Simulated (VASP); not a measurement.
Here is the system:

```xyz
8
Lattice="4.6925 0.0000 0.0000 0.0000 4.6925 0.0000 0.0000 0.0000 4.6925" Properties=species:S:1:pos:R:3 pbc="T T T"
V      1.1731     0.0000     2.3463
V      2.3463     1.1731     0.0000
V      2.3463     3.5194     0.0000
V      3.5194     0.0000     2.3463
V      0.0000     2.3463     3.5194
V      0.0000     2.3463     1.1731
Si     2.3463     2.3463     2.3463
Si     0.0000     0.0000     0.0000
```

Level of theory: PBE GGA, VASP's PBE PAW potentials (set 64) (plane waves; VASP). Numerical set-up: 400 eV cut-off, 7×7×7 Γ-centred mesh, tetrahedra with Blöchl corrections, potentials V_sv Si.

Question: What does the run give for the energy per atom (σ→0), band gap (on the k-mesh) with the smallest direct gap where there is one?

Answer: 
The band gap (on the k-mesh) is none (metal, semimetal or under 0.01 eV) and the energy per atom (σ→0) is -826.2 kJ/mol of atoms.

Only differences to runs with the same potentials and settings are physical.

The compound is V3Si in the A15 structure. It was relaxed first. The run is not spin-polarised, so no magnetic state was tried.
